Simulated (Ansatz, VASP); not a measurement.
# BN: VASP beside Ansatz, part 2 of 2

Wanted: the spread between two codes on one cell, functional and k mesh. The cell is taken from a series of runs on this material, whose earlier steps may have relaxed, scaled, displaced or heated it; both programs get it as it stands.

VASP 6.6.1 and Ansatz 0.2.0.

So far: Starting point; Ansatz: zone-centre phonons, PBE with D3(BJ).

## (3) VASP: zone-centre phonons, PBE with D3(BJ)

Level of this step: PBE with D3(BJ); plane waves and PAW (B, N) (VASP).

The same cell, functional and mesh now go to VASP, with its own data sets.

Lines of VASP's logs that name or quote its potential files are left out, and so is its time.

Input file INCAR:

```
SYSTEM = BN
PREC = Accurate
ENCUT = 600
EDIFF = 1E-08
NELM = 120
ISMEAR = 0
SIGMA = 0.01
LREAL = .FALSE.
ALGO = Normal
GGA = PE
IVDW = 12
NBANDS = 10
LORBIT = 11
LWAVE = .FALSE.
LCHARG = .FALSE.
ISIF = 2
IBRION = 6
NFREE = 2
POTIM = 0.015
NSW = 1
LASPH = .TRUE.
GGA_COMPAT = .FALSE.
EFERMI = MIDGAP
```

Input file POSCAR:

```
BN
1.0
    0.0000000000      1.8032643345      1.8032643345
    1.8032643345      0.0000000000      1.8032643345
    1.8032643345      1.8032643345      0.0000000000
B N
1 1
Direct
    0.0000000000      0.0000000000      0.0000000000
    0.7500000000      0.7500000000      0.7500000000
```

Input file KPOINTS:

```
Automatic mesh
0
Gamma
10 10 10
0 0 0
```

PAW data sets: B and N (PBE family, release 64).

Started as:

```bash
mpirun -np 1 vasp_std
```

Numbers of over 12 decimals in the logs are rounded to 6 here.

Output:

```text
[banner, memory and clock lines left out]
running    1 mpi-ranks, on    1 nodes
 distrk:  each k-point on    1 cores,    1 groups
 distr:  one band on    1 cores,    1 groups

 POSCAR found type information on POSCAR B N
 POSCAR found :  2 types and       2 ions
 LDA part: xc-table for (Slater+PW92), standard interpolation
 POSCAR, INCAR and KPOINTS ok, starting setup
 FFT: planning ... GRIDC
 FFT: planning ... GRID_SOFT
 FFT: planning ... GRID
 WAVECAR not read
 entering main loop
       N       E                     dE             d eps       ncg     rms          rms(c)
DAV:   1     0.149647256436E+02    0.14965E+02   -0.54063E+03   972   0.884E+02
DAV:   2    -0.178290600550E+02   -0.32794E+02   -0.32037E+02  1160   0.198E+02
DAV:   3    -0.184268276185E+02   -0.59777E+00   -0.59681E+00  1092   0.233E+01
DAV:   4    -0.184276761109E+02   -0.84849E-03   -0.84847E-03  1022   0.958E-01
DAV:   5    -0.184276769412E+02   -0.83032E-06   -0.83031E-06  1096   0.308E-02    0.672E+00
DAV:   6    -0.175399853515E+02    0.88769E+00   -0.30326E+00  1174   0.115E+01    0.328E+00
DAV:   7    -0.174651627673E+02    0.74823E-01   -0.98789E-02  1026   0.281E+00    0.190E+00
DAV:   8    -0.174505749955E+02    0.14588E-01   -0.38042E-02  1066   0.154E+00    0.200E-01
DAV:   9    -0.174507979313E+02   -0.22294E-03   -0.78865E-04  1018   0.269E-01    0.784E-02
DAV:  10    -0.174508743098E+02   -0.76378E-04   -0.11171E-04  1024   0.102E-01    0.151E-02
DAV:  11    -0.174508792218E+02   -0.49119E-05   -0.83253E-06  1070   0.256E-02    0.920E-03
DAV:  12    -0.174508792594E+02   -0.37625E-07   -0.15490E-06  1072   0.962E-03    0.640E-04
DAV:  13    -0.174508792590E+02    0.41587E-09   -0.26164E-08  1050   0.170E-03
   1 F= -.17872203E+02 E0= -.17872203E+02  d E =0.000000E+00
[...]
2 F= -.17869427E+02 E0= -.17869427E+02  d E =0.000000E+00
[...]
3 F= -.17869427E+02 E0= -.17869427E+02  d E =0.000000E+00
[...]
4 F= -.17869428E+02 E0= -.17869428E+02  d E =0.000000E+00
 Finite differences progress:
  Degree of freedom:   2/  2
  Displacement:        1/  2
  Total:               3/  4
 bond charge predicted
       N       E                     dE             d eps       ncg     rms          rms(c)
DAV:   1    -0.174496210571E+02   -0.15170E-02   -0.24096E+00  3450   0.117E+01    0.338E-01
DAV:   2    -0.174487558169E+02    0.86524E-03   -0.11934E-02  3930   0.117E+00    0.184E-01
DAV:   3    -0.174481015074E+02    0.65431E-03   -0.22846E-03  3718   0.399E-01    0.360E-02
DAV:   4    -0.174481058006E+02   -0.42932E-05   -0.11617E-04  3886   0.111E-01    0.246E-02
DAV:   5    -0.174481040197E+02    0.17809E-05   -0.52374E-06  3768   0.216E-02    0.184E-03
DAV:   6    -0.174481040123E+02    0.73952E-08   -0.34691E-07  3872   0.551E-03    0.163E-03
DAV:   7    -0.174481040177E+02   -0.54464E-08   -0.20926E-08  3492   0.138E-03
   5 F= -.17869428E+02 E0= -.17869428E+02  d E =0.000000E+00
 Finite differences progress:
  Degree of freedom:   2/  2
  Displacement:        2/  2
  Total:               4/  4
```

Parts of OUTCAR (step 3):

```text
ion  position               nearest neighbor table
   1  0.000  0.000  0.000-   2 1.56   2 1.56   2 1.56   2 1.56
   2  0.750  0.750  0.750-   1 1.56   1 1.56   1 1.56   1 1.56

  LATTYP: Found a face centered cubic cell.
 ALAT       =     3.6065286690

 Subroutine GETGRP returns: Found 24 space group operations
 (whereof 24 operations were pure point group operations)

The static configuration has the point symmetry T_d .

 Found     47 irreducible k-points:

   k-points           NKPTS =     47   k-points in BZ     NKDIM =     47   number of bands    NBANDS=     10

   dimension x,y,z NGX =    20 NGY =   20 NGZ =   20
   dimension x,y,z NGXF=    40 NGYF=   40 NGZF=   40

   ENCUT  =  600.0 eV  44.10 Ry    6.64 a.u.   5.09  5.09  5.09*2*pi/ulx,y,z

   NELECT =       8.0000    total number of electrons

 k-points in reciprocal lattice and weights: Automatic mesh
   0.00000000  0.00000000  0.00000000       0.001
   0.10000000  0.00000000  0.00000000       0.008
   0.20000000  0.00000000  0.00000000       0.008
   0.30000000  0.00000000  0.00000000       0.008
   0.40000000  0.00000000  0.00000000       0.008
   0.50000000  0.00000000  0.00000000       0.004
   0.10000000  0.10000000  0.00000000       0.006
   0.20000000  0.10000000  0.00000000       0.024
   0.30000000  0.10000000  0.00000000       0.024
[...]
-0.30000000  0.40000000  0.20000000       0.024
  -0.30000000  0.50000000  0.20000000       0.012

 Edisp (eV)   -0.42132

 average (electrostatic) potential at core
       1 -24.3761       2 -60.3074

 E-fermi :   9.7884

 k-point     1 :       0.0000    0.0000    0.0000
  band No.  band energies     occupation
      1     -12.8216      2.00000
      2       7.3513      2.00000
      3       7.4917      2.00000
      4       7.6233      2.00000
      5      16.2360      0.00000
      6      16.3390      0.00000
      7      16.4578      0.00000
      8      17.9553      0.00000
      9      32.3723      0.00000
    ...

 k-point     2 :       0.1000    0.0000    0.0000
  band No.  band energies     occupation
      1     -12.5770      2.00000
      2       6.2805      2.00000
      3       7.1007      2.00000
      4       7.2881      2.00000
      5      16.5580      0.00000
      6      16.7134      0.00000
      7      16.8449      0.00000
      8      18.7149      0.00000
      9      32.0543      0.00000
    ...

 k-point     3 :       0.2000    0.0000    0.0000
  band No.  band energies     occupation
      1     -11.8567      2.00000
      2       3.5303      2.00000
      3       6.5351      2.00000
      4       6.7203      2.00000
      5      17.0008      0.00000
      6      17.4425      0.00000
      7      17.6514      0.00000
      8      20.3507      0.00000
      9      31.2686      0.00000
    ...

 Edisp (eV)   -0.42132

  Total       0.00298     0.00546     0.00546     0.00000    -0.03293     0.00000
  in kB       0.40772     0.74659     0.74659     0.00000    -4.49931     0.00000
  external pressure =        0.63 kB  Pullay stress =        0.00 kB

  energy-cutoff  :      600.00
  volume of cell :       11.73
      direct lattice vectors                 reciprocal lattice vectors
     0.000000000  1.803264334  1.803264334    -0.277274934  0.277274934  0.277274934
     1.803264334  0.000000000  1.803264334     0.277274934 -0.277274934  0.277274934
     1.803264334  1.803264334  0.000000000     0.277274934  0.277274934 -0.277274934

 POSITION                                       TOTAL-FORCE (eV/Angst)
 -----------------------------------------------------------------------------------
      0.00000      0.00000      0.00000        -0.369997     -0.000000     -0.000000
      2.68990      2.70490      2.70490         0.369997      0.000000      0.000000
 -----------------------------------------------------------------------------------
    total drift:                               -0.000078     -0.000001     -0.000001

  FREE ENERGIE OF THE ION-ELECTRON SYSTEM (eV)
  ---------------------------------------------------
  free  energy   TOTEN  =       -17.8694276305 eV

  energy  without entropy=      -17.8694276305  energy(sigma->0) =      -17.86942763

 Eigenvectors and eigenvalues of the dynamical matrix
 ----------------------------------------------------

   1 f  =   31.436255 THz   197.519815 2PiTHz 1048.600591 cm-1   130.009845 meV
             X         Y         Z           dx          dy          dz
      0.000000  0.000000  0.000000     0.000000    0.751207    0.000000
      2.704897  2.704897  2.704897     0.000000   -0.660066    0.000000

   2 f  =   31.436255 THz   197.519815 2PiTHz 1048.600591 cm-1   130.009845 meV
             X         Y         Z           dx          dy          dz
      0.000000  0.000000  0.000000     0.000000    0.000000   -0.751207
      2.704897  2.704897  2.704897     0.000000   -0.000000    0.660066

   3 f  =   31.436255 THz   197.519815 2PiTHz 1048.600591 cm-1   130.009845 meV
             X         Y         Z           dx          dy          dz
      0.000000  0.000000  0.000000     0.751207   -0.000000    0.000000
      2.704897  2.704897  2.704897    -0.660066    0.000000    0.000000

   4 f/i=    0.000923 THz     0.005802 2PiTHz    0.030799 cm-1     0.003819 meV
             X         Y         Z           dx          dy          dz
      0.000000  0.000000  0.000000    -0.642126   -0.138900    0.063783
      2.704897  2.704897  2.704897    -0.730790   -0.158079    0.072590

   5 f/i=    0.000923 THz     0.005802 2PiTHz    0.030799 cm-1     0.003819 meV
             X         Y         Z           dx          dy          dz
      0.000000  0.000000  0.000000     0.096907   -0.156970    0.633764
      2.704897  2.704897  2.704897     0.110287   -0.178644    0.721273

   6 f/i=    0.000923 THz     0.005802 2PiTHz    0.030799 cm-1     0.003819 meV
             X         Y         Z           dx          dy          dz
      0.000000  0.000000  0.000000    -0.118197    0.625903    0.173096
      2.704897  2.704897  2.704897    -0.134518    0.712327    0.196997

 ELASTIC MODULI CONTR FROM IONIC RELAXATION (kBar)
 Direction    XX          YY          ZZ          XY          YZ          ZX
 --------------------------------------------------------------------------------
 XX           0.0000      0.0000      0.0000      0.0000      0.0000      0.0000
 YY           0.0000      0.0000      0.0000      0.0000      0.0000      0.0000
 ZZ           0.0000      0.0000      0.0000      0.0000      0.0000      0.0000
 XY           0.0000      0.0000      0.0000    -26.7326      0.0000      0.0000
 YZ           0.0000      0.0000      0.0000      0.0000    -26.7326      0.0000
 ZX           0.0000      0.0000      0.0000      0.0000      0.0000    -26.7326
 --------------------------------------------------------------------------------

 total charge
# of ion       s       p       d       tot
------------------------------------------
    1        0.679   1.371   0.000   2.051
    2        1.212   2.760   0.000   3.971
--------------------------------------------------
tot          1.891   4.131   0.000   6.022

[... 3 further parts left out ...]
```

CONTCAR:

```
BN
   1.00000000000000
     0.0000000000000000    1.8032643344999999    1.8032643344999999
     1.8032643344999999    0.0000000000000000    1.8032643344999999
     1.8032643344999999    1.8032643344999999    0.0000000000000000
  B               N
     1     1
Direct
     0.0000000000000000    0.0000000000000000    0.0000000000000000
     0.7541591240155481    0.7458408759844521    0.7458408759844523
```

The last energy, forces, stress and levels in OUTCAR belong to the last displaced cell, not to the cell of POSCAR.

Levels, forces or a CONTCAR printed for this step are those of its last displaced cell, not of the structure at rest.

## (4) Differences

Known differences besides the potentials themselves: fixed occupations in Ansatz, narrow Gaussian smearing in VASP; the cutoff is 420 eV in Ansatz and 600 eV in VASP; Ansatz takes the dispersion share of the force constants at frozen C6 weights, VASP differentiates the full forces; VASP uses finite displacements, Ansatz perturbation theory. Total energies have different zeros and are not compared.

Compared:

| quantity | Ansatz | VASP | difference |
| --- | --- | --- | --- |
| optical mode 1 to 3 (cm⁻¹) | 1045.9 | 1048.6 | -0.26 % |

Modes are paired by rising frequency, not by their patterns, so a pair may set unlike modes beside each other; they are those without the splitting of longitudinal modes.

## (5) What came out

```json
{
  "r.m.s. difference of the optical zone-centre modes, each program's sorted by frequency (zone-centre phonons, PBE with D3(BJ))": "2.7 cm⁻¹"
}
```

**Reading.** The r.m.s. difference of the optical zone-centre modes, each program's sorted by frequency is 2.7 cm⁻¹ (zone-centre phonons, PBE with D3(BJ)). Such differences can come from data sets, numerical settings and the points named under the comparisons, not from the functional's error against experiment.

[Lines on the potential files, build, host, timing and source positions are cut from VASP's logs without a mark.]

[Logs are printed without paths, hosts, clocks, repeated set-up lines and the standing remarks that a program may print on its own settings, such as how far it seeks lower states.]

[Hosts, paths, dates, database ids (printed as entryN), source tags and the programs' standing remarks are cut or masked in the printed files.]
